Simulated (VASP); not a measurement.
Data:

```
CELL_PARAMETERS angstrom
      2.13613    -3.69989     0.00000
      2.13613     3.69989     0.00000
      0.00000     0.00000     6.93722
ATOMIC_POSITIONS crystal
  Cd 0.00000 0.00000 0.00000
  I  0.33333 0.66667 0.24990
  I  0.66667 0.33333 0.75010
```

Computed with PBE GGA with D3 dispersion (zero damping), VASP's PBE PAW potentials (set 64) (plane waves; VASP). Run with 520 eV cut-off, 7×7×4 Γ-centred mesh, tetrahedra with Blöchl corrections, potentials Cd I.

The cores are frozen, which limits the accuracy of field gradients.

Q: Give the principal components of the electric field gradient (V/Å²) and the asymmetry η at each nucleus.

A: 
| atom | Vxx | Vyy | Vzz | η |
|---|---|---|---|---|
| Cd1 | -0.4 | -0.4 | 0.8 | 0.00 |
| I2 | 23.4 | 23.4 | -46.8 | 0.00 |
| I3 | 23.4 | 23.4 | -46.8 | 0.00 |

The compound is CdI2 in the 1T layered structure. It was relaxed first.
